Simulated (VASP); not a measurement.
```
CELL_PARAMETERS angstrom
      1.87001    -3.23895     0.00000
      1.87001     3.23895     0.00000
      0.00000     0.00000     6.44809
ATOMIC_POSITIONS crystal
  Sn 0.00000 0.00000 0.00000
  Se 0.33333 0.66667 0.23814
  Se 0.66667 0.33333 0.76186
```

All values below come from MS2 meta-GGA, VASP's PBE PAW potentials (set 64) (plane waves; VASP). Run with 520 eV cut-off, 7×7×4 Γ-centred mesh, Gaussian smearing of 0.050 eV, potentials Sn_d Se.

Question: The ions and cell shape at fixed volume are relaxed. Give the cell that the relaxation ends in.

Answer: 
```
CELL_PARAMETERS angstrom
      1.89905    -3.28926     0.00000
      1.89905     3.28926     0.00000
      0.00000     0.00000     6.25235
ATOMIC_POSITIONS crystal
  Sn 0.00000 0.00000 0.00000
  Se 0.33333 0.66667 0.25104
  Se 0.66667 0.33333 0.74896
```
Space group P-3m1 (164), at a tolerance of 0.03 Å.

Question: How much energy does the relaxation gain?

Answer: The energy (σ→0) changes by -19.1 meV/atom, in 11 ionic steps.

The compound is SnSe2 in the 1T layered structure. This cell is one point of a volume scan, at 0.94 of the reference volume. Symmetry was kept, so distortions that lower it aren't found.
